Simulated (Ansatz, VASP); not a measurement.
**ZnCo3C: VASP beside Ansatz**

Aim: how closely do two programs agree when they are given the same cell, functional and k mesh? Of the first pair: The cell is taken from a series of runs on this material, whose earlier steps may have relaxed, scaled, displaced or heated it; both programs get it as it stands.

Program: Ansatz 0.2.0. Level of theory: plane waves, with VASP 6.6.1 beside it; relaxation of cell and atoms at PBEsol. Results are calculated unless marked as measured.

## Step 1: Starting point

The structure is cubic, space group Pm-3m (No. 221). The conventional cell has a = 3.684 Å, b = 3.684 Å, c = 3.684 Å, α = 90.00°, β = 90.00°, γ = 90.00°. Nearest to Zn lie 12 Co at 2.60 Å. Co has 2 C at 1.84 Å and 4 Zn at 2.60 Å and 8 Co at 2.60 Å nearest. Nearest to C lie 6 Co at 1.84 Å. Farther neighbours are not listed.

## Step 2: Ansatz: relaxation of cell and atoms, PBEsol, pair 1

Ansatz runs on its PAW soft_1 files.

The relaxed volume is the usual yardstick between codes: in a stiff, nearly cubic crystal its relative difference is about their pressure difference at one cell divided by the bulk modulus.

Input file input.yaml:

```yaml
crystal:
  lattice:
    - [3.6838508971, 0.0, 0.0]
    - [0.0, 3.6838508971, 0.0]
    - [0.0, 0.0, 3.6838508971]
  atoms:
    - { symbol: Zn, position: [0.0, 0.0, 0.0] }
    - { symbol: Co, position: [0.0, 0.5, 0.5], spin: 0.39 }
    - { symbol: Co, position: [0.5, 0.5, 0.0], spin: 0.39 }
    - { symbol: Co, position: [0.5, 0.0, 0.5], spin: 0.39 }
    - { symbol: C, position: [0.5, 0.5, 0.5] }
kpoints:
  mp_grid: { grid: [12, 12, 12] }
hamiltonian:
  xc: pbesol
  pseudopotentials: { kind: paw, azcp: { folder: soft_1 }, xc_functional: pbe }
scf:
  occupations: { method: gaussian, width: 0.15 }
output:
  forces: true
  stress: true
  eigenvalues: true
  populations: true
magnetization:
  spin_polarized: true
relax:
  adjacent_minimum: "off"
  f_tol: 0.001
  max_steps: 60
  cell: { stress_tol: 0.01 }
```

Launch:

```bash
ansatz run input.yaml --threads 4 --pin off --max-ram 10240MiB --backend cpu --events-out ev --progress --plain --runs-dir out
```

Numbers of over 12 decimals in the logs are rounded to 6 here.

What it wrote:

```text
Engine: ansatz 0.2.0, aarch64-unknown-linux-gnu
Pseudopotentials: kind: paw
Pseudopotential: Zn, paw, valence charge 12, recommended cutoff 420 eV (normal), soft_1/Zn.paw.azcp
Pseudopotential: Co, paw, valence charge 17, recommended cutoff 420 eV (normal), soft_1/Co.paw.azcp
Pseudopotential: C, paw, valence charge 4, recommended cutoff 420 eV (normal), soft_1/C.paw.azcp
Functional definition: PBEsol
  exchange = pbesol_x
  correlation = pbesol_c
Crystal: 5 atoms, lattice volume = 49.993 Å³
Basis set: ecut = 420 eV, 949 PW (Γ), exchange–correlation on 50×50×50 points (8 copies of the dense FFT grid, shifted against one another)
Bands: 41, of which v1, the nominal top of the filled ones, is band 34 counted from 1 (33 counted from 0)
Symmetry: 48 space group operations
Space group: Pm-3m (ITA 221), of the structure as read, at distance tolerance 3.7e-5 Å
Magnetic group: BNS 221.92 (UNI 1594), of the structure as read, at distance tolerance 3.7e-5 Å
k-points: 84 of 1728
Non-local potential: Zn, projectors of the file, l = 0: 2, l = 1: 2, l = 2: 3, l = 3: 1
Non-local potential: Co, projectors of the file, l = 0: 3, l = 1: 2, l = 2: 3, l = 3: 1
Non-local potential: C, projectors of the file, l = 0: 2, l = 1: 2, l = 2: 1
PAW form: soft (Blöchl's): semilocal exchange-correlation on the pseudo side does not see the compensation charge
PAW frozen core: Zn, regenerated for the run's functional, and the local potential with it (the file was generated under x = pbe(κ = 0.804, μ = 0.219515), c = pbe(β = 0.066725))
PAW frozen core: Co, regenerated for the run's functional, and the local potential with it (the file was generated under x = pbe(κ = 0.804, μ = 0.219515), c = pbe(β = 0.066725))
PAW frozen core: C, regenerated for the run's functional, and the local potential with it (the file was generated under x = pbe(κ = 0.804, μ = 0.219515), c = pbe(β = 0.066725))
PAW one-centre angular grid: Zn, 590 points (default); XC on 64 Gauss nodes
PAW one-centre angular grid: Co, 590 points (default); XC on 64 Gauss nodes
PAW one-centre angular grid: C, 110 points (default); XC on 64 Gauss nodes
Initial density: superposition of atomic densities (chi_scale 0.1, normalization cell, long waves kept (reshape's long-wave potential 0.00 eV rms))
Starting moments: Σ|m| = 1.17 μB on 3 of 5 sites
Initial wavefunctions: pseudopotential atomic-orbital guess
Functional: x = pbesol(κ = 0.804, μ = 0.123457), c = pbesol(β = 0.046)
SCF iter   1: F=—  HF=-18803.955480 eV  |F-HF|=—  |Δ(HF+E_count)|=         —  Δρ=5.35e-2 (↑4.96e-2 ↓5.35e-2)  dr2=6.28e0  dr2_m=3.52e-2  M=1.165 μB ∫|m|=1.253 μB  β_m=0.30  ethr=3.10e-3  ⟨swp⟩=5.6  Hψ=25813  notcnv=0
Mixer restart at iter 1: flushing history
preconditioner: auto → Kerker (q_TF=auto, 2.865 Å⁻¹)  [metal: Δε(μ)=0.006 eV  Ē_g=7.569 eV  σ=0.150 eV  W_gap=0.02  n_scr=18 (ndim 8)  ℏωp=34.4 eV  f_vac=0.000  D(μ)=6.90/eV (n_scr^D=92)]
spin=Collinear: Kerker preconditioning applied to the charge; magnetization (m = ρ↑ − ρ↓) channel mixes plain (no charge-response kernel on spin).
SCF iter   2: F=—  HF=-18803.289528 eV  |F-HF|=—  |Δ(HF+E_count)|=   6.66e-1  Δρ=3.30e-2 (↑3.30e-2 ↓2.72e-2)  dr2=2.37e0  dr2_m=2.00e-2  M=1.118 μB ∫|m|=1.256 μB  β_m=0.38  ethr=3.10e-3  ⟨swp⟩=2.8  Hψ=12156  notcnv=0  defer=218
SCF iter   3: F=—  HF=-18805.311130 eV  |F-HF|=—  |Δ(HF+E_count)|=    2.02e0  Δρ=2.37e-2 (↑2.37e-2 ↓2.06e-2)  dr2=1.25e0  dr2_m=5.92e-3  M=1.071 μB ∫|m|=1.250 μB  β_m=0.69  ethr=3.10e-3  ⟨swp⟩=2.4  Hψ=9044  notcnv=0  defer=226
SCF iter   4: F=—  HF=-18806.946866 eV  |F-HF|=—  |Δ(HF+E_count)|=    1.64e0  Δρ=2.16e-2 (↑2.16e-2 ↓2.12e-2)  dr2=8.22e-1  dr2_m=5.15e-4  M=1.017 μB ∫|m|=1.239 μB  β_m=0.72  ethr=1.87e-3  ⟨swp⟩=2.6  Hψ=9948  notcnv=0  defer=225
SCF iter   5: F=—  HF=-18806.908922 eV  |F-HF|=—  |Δ(HF+E_count)|=   3.79e-2  Δρ=1.35e-2 (↑1.35e-2 ↓1.24e-2)  dr2=1.66e-1  dr2_m=1.88e-4  M=0.983 μB ∫|m|=1.216 μB  β_m=0.84  ethr=1.23e-3  ⟨swp⟩=3.1  Hψ=12203  notcnv=0  defer=224
SCF iter   6: F=—  HF=-18806.941376 eV  |F-HF|=—  |Δ(HF+E_count)|=         —  Δρ=5.42e-3 (↑5.42e-3 ↓4.54e-3)  dr2=2.88e-2  dr2_m=1.78e-4  M=0.979 μB ∫|m|=1.207 μB  β_m=0.84  ethr=2.47e-4  ⟨swp⟩=2.0  Hψ=12581  notcnv=0  defer=223
Mixer restart at iter 6: flushing history
SCF iter   7: F=—  HF=-18806.952538 eV  |F-HF|=—  |Δ(HF+E_count)|=   1.12e-2  Δρ=5.52e-3 (↑5.52e-3 ↓5.52e-3)  dr2=2.63e-2  dr2_m=2.44e-6  M=0.980 μB ∫|m|=1.208 μB  β_m=0.65  ethr=4.29e-5  ⟨swp⟩=3.1  Hψ=14320  notcnv=0  defer=223
SCF iter   8: F=—  HF=-18806.936003 eV  |F-HF|=—  |Δ(HF+E_count)|=   1.65e-2  Δρ=1.25e-3 (↑1.25e-3 ↓1.21e-3)  dr2=1.40e-3  dr2_m=8.54e-6  M=0.978 μB ∫|m|=1.205 μB  β_m=0.83  ethr=3.93e-5  ⟨swp⟩=2.0  Hψ=10446  notcnv=0  defer=223
[...]
SCF iter   7: F=-18806.935479 eV  HF=-18806.935479 eV  |F-HF|=7.28e-12  |Δ(HF+E_count)|=  7.28e-12  Δρ=1.38e-7 (↑1.12e-7 ↓1.38e-7)  dr2=1.18e-11  dr2_m=6.35e-13  M=0.977 μB ∫|m|=1.203 μB  ethr=1.00e-12  ⟨swp⟩=2.8  Hψ=24532  notcnv=0
SCF 2 converged in 7 iterations: F = -18806.935479 eV  dr2 = 1.18e-11
relax step   2: F+E_penalty+E_count = -18806.93547905 eV  Δ(F+E_penalty+E_count) = +1.446e-6 eV  max|allowed force component| = 4.439e-29 eV/Å  Δτ_max = 0.0000 Å  P = +0.006 GPa  Ω = 49.994 Å³  energy of the carried Pulay correction = -1.529e-6 eV  (7 SCF iters, dr2 threshold 4.34e-10 eV, accepted)
Initial wavefunctions: pseudopotential atomic-orbital guess (no wavefunctions were taken with the density)
iter 1 solved again at ethr=5.66e-7 eV; its pass at ethr=3.10e-3 eV (dr2=3.79e-4 eV) is discarded
SCF iter   1: F=—  HF=-18806.935474 eV  |F-HF|=—  |Δ(HF+E_count)|=         —  Δρ=1.07e-6 (↑1.07e-6 ↓1.04e-6)  dr2=1.49e-9  dr2_m=1.52e-12  M=0.977 μB ∫|m|=1.203 μB  β_m=0.65  ethr=5.66e-7  ⟨swp⟩=3.0  Hψ=42601  notcnv=0
eigensolver tolerance schedule: the retry pair's looser diagonalisation over-reported the residual by 254090.91 of it (diagonalisation noise at an unbounded share of the residual, at the tolerance the schedule requests for it); recorded, not acted on — ethr = c·dr2/N_el stays at c = 1.0e-1
SCF iter   2: F=—  HF=-18806.935479 eV  |F-HF|=—  |Δ(HF+E_count)|=   4.81e-6  Δρ=2.92e-6 (↑2.92e-6 ↓2.60e-6)  dr2=1.01e-8  dr2_m=1.75e-11  M=0.977 μB ∫|m|=1.203 μB  β_m=0.30  ethr=2.23e-12  ⟨swp⟩=4.4  Hψ=23213  notcnv=0
SCF iter   3: F=—  HF=-18806.935479 eV  |F-HF|=—  |Δ(HF+E_count)|=   2.99e-9  Δρ=7.84e-7 (↑7.84e-7 ↓7.64e-7)  dr2=8.09e-10  dr2_m=2.43e-13  M=0.977 μB ∫|m|=1.203 μB  β_m=0.37  ethr=2.23e-12  ⟨swp⟩=2.0  Hψ=12566  notcnv=0
SCF iter   4: F=—  HF=-18806.935479 eV  |F-HF|=—  |Δ(HF+E_count)|=  2.33e-10  Δρ=2.58e-7 (↑2.13e-7 ↓2.58e-7)  dr2=7.53e-11  dr2_m=3.17e-13  M=0.977 μB ∫|m|=1.203 μB  β_m=0.69  ethr=1.21e-12  ⟨swp⟩=2.0  Hψ=8581  notcnv=0
SCF iter   5: F=—  HF=-18806.935479 eV  |F-HF|=—  |Δ(HF+E_count)|=  1.82e-11  Δρ=1.52e-7 (↑1.27e-7 ↓1.52e-7)  dr2=2.38e-11  dr2_m=1.11e-13  M=0.977 μB ∫|m|=1.203 μB  β_m=0.61  ethr=1.00e-12  ⟨swp⟩=1.0  Hψ=6888  notcnv=0
SCF iter   6: F=—  HF=-18806.935479 eV  |F-HF|=—  |Δ(HF+E_count)|=  3.64e-12  Δρ=1.06e-7 (↑8.92e-8 ↓1.06e-7)  dr2=1.43e-11  dr2_m=4.52e-14  M=0.977 μB ∫|m|=1.203 μB  β_m=0.51  ethr=1.00e-12  ⟨swp⟩=1.0  Hψ=6888  notcnv=0
SCF iter   7: F=—  HF=-18806.935479 eV  |F-HF|=—  |Δ(HF+E_count)|=    0.00e0  Δρ=6.48e-8 (↑5.44e-8 ↓6.48e-8)  dr2=4.81e-12  dr2_m=1.72e-14  M=0.977 μB ∫|m|=1.203 μB  β_m=0.57  ethr=1.00e-12  ⟨swp⟩=1.0  Hψ=6888  notcnv=0
SCF iter   8: F=-18806.935479 eV  HF=-18806.935479 eV  |F-HF|=0.00e0  |Δ(HF+E_count)|=  7.28e-12  Δρ=3.09e-8 (↑2.70e-8 ↓3.09e-8)  dr2=1.16e-12  dr2_m=2.90e-15  M=0.977 μB ∫|m|=1.203 μB  ethr=1.00e-12  ⟨swp⟩=4.0  Hψ=27802  notcnv=0
SCF 3 converged in 8 iterations: F = -18806.935479 eV  dr2 = 1.16e-12
relax step   3: F+E_penalty+E_count = -18806.93547905 eV  Δ(F+E_penalty+E_count) = -3.638e-12 eV  max|allowed force component| = 2.819e-29 eV/Å  Δτ_max = 0.0000 Å  P = +0.006 GPa  Ω = 49.994 Å³  stress off target by 6.50e-3 GPa  SCF on the basis re-selected at this cell (its energy is not comparable with the rows above)  (8 SCF iters)
basis re-selected at this cell: Δ(F+E_penalty+E_count) = -3.638e-12 eV, ΔP = +0.000 GPa vs the last step (what re-selecting the basis moved, of the pressure what is left beyond the Pulay correction that the steps carried, after the strain that the cell walked since its last selection, with what the two solves' SCF thresholds leave and, on support functions, any second-order correction that the steps lacked; it is no  [...]
SCF converged after 8 iterations
Magnetization: 0.9769 μB (33.9885 up, 33.0115 down)
Absolute magnetization: 1.2030 μB (∫|ρ↑−ρ↓|, with the PAW one-centre terms)
Spin contamination: 0.0100 ħ² per cell (⟨S²⟩ above its minimum at these occupations)
Per-site moments (μB) at R_I (Å): [(-0.019461, 1.074521), (0.338933, 0.759801), (0.338933, 0.759801), (0.338933, 0.759801), (-0.031465, 0.759801)]
Free energy (F): -18806.935479 eV
Harris-Foulkes:  -18806.935479 eV  (|F-HF|=0.00e0)
Internal energy: -18806.895251 eV  (E = F + TS)
E sigma→0 (E₀):  -18806.915365 eV
Entropy (-TS):   -0.040228 eV (-8.046 meV/atom)
Fermi energy:    16.763687 eV
--- Per-component energies (eV) ---
  E_band       = -666.303220
  E_kinetic    = 1122.073638
  E_local      = -10259.644725  (includes V_loc(G=0)·N_el)
  E_nonlocal   = 2160.185090
  E_hartree    = 4441.368847
  E_xc         = -403.239713
  E_vxc        = -469.407303  (∫ρ·V_xc dr)
  E_paw        = -6579.453455  (= ΣΔE_a)
  E_vpaw       = -2102.247536  (= ΣTr[D̂ρ^β])
  E_aug_tail   = -0.000198  (compensation charges beyond the density's cutoff)
  E_ewald      = -9289.568450
  E_core_change = 1.383715  (= ΣΔE_core)
  E_smearing   = -0.040228  (= −TS)
  E_closure    = 0.000000  (closes the sum)
  Σ components = -18806.935479   (vs F -18806.935479, Δ=0.00e0)
--- Forces (eV/Å), atoms counted from 1 ---
  atom   1  Zn     0.00000000     0.00000000    -0.00000000
  atom   2  Co     0.00000000     0.00000000    -0.00000000
  atom   3  Co    -0.00000000    -0.00000000     0.00000000
  atom   4  Co     0.00000000     0.00000000    -0.00000000
  atom   5  C     -0.00000000     0.00000000     0.00000000
  max |Σ_I F_I| component: 3.68e-29 eV/Å
--- Stress (GPa, compression-positive) ---
        0.006495       0.000000       0.000000
        0.000000       0.006495       0.000000
        0.000000       0.000000       0.006495
  P = ⅓ Tr σ = 0.0065 GPa (0.065 kbar)
--- Band table (eV; the first three rows and the last of 168) ---
  k-point 0 ↑: bands = [... 30 lower, 16.0192, 16.0192, 16.5922, 16.5922, 16.5922, 16.7958, 20.7475, 21.7022, ... 3 higher]
  k-point 1 ↑: bands = [... 30 lower, 16.0009, 16.0077, 16.5923, 16.6423, 16.6423, 16.7645, 20.6784, 21.5832, ... 3 higher]
  k-point 2 ↑: bands = [... 30 lower, 15.9453, 15.9762, 16.5925, 16.6720, 16.7955, 16.7955, 20.5692, 21.4336, ... 3 higher]
  k-point 83 ↓: bands = [... 30 lower, 15.3607, 16.5868, 16.5868, 17.0905, 17.0905, 17.0905, 19.5478, 19.5478, ... 3 higher]
--- Relaxed structure (2 steps of the walk, 2 accepted, 1 SCFs on fresh bases) ---
  F+E_penalty+E_count = -18806.93547905 eV   max|allowed force component| = 2.819e-29 eV/Å   (the final SCF, on the basis selected at the relaxed cell)
  cell:  # Å, volume = 49.9940 Å³
    - [3.683884, 0, 0.0]
    - [0, 3.683884, 0]
    - [0.0, 0, 3.683884]
  atoms:
    - { symbol: Zn, position: [0, 0, 0] }
    - { symbol: Co, position: [0, 0.500000, 0.500000] }
    - { symbol: Co, position: [0.500000, 0.500000, 0] }
    - { symbol: Co, position: [0.500000, 0, 0.500000] }
    - { symbol: C, position: [0.500000, 0.500000, 0.500000] }
--- Löwdin populations: 5 sites ---
  site symbol       q [e]    m [muB]
     0     Zn     11.0463    -0.0068
     1     Co     16.6777     0.3613
     2     Co     16.6777     0.3613
     3     Co     16.6777     0.3613
     4      C      4.9833    -0.0523
  spilling = 0.013991 (of n_electrons = 67.000000)
```

(Part 1 of 3 ends here.)

[Lines on the potential files, build, host, timing and source positions are cut from VASP's logs without a mark.]

[Logs are printed without paths, hosts, clocks, repeated set-up lines and the standing remarks that a program may print on its own settings, such as how far it seeks lower states.]

[Hosts, paths, dates, database ids (printed as entryN), source tags and the programs' standing remarks are cut or masked in the printed files.]
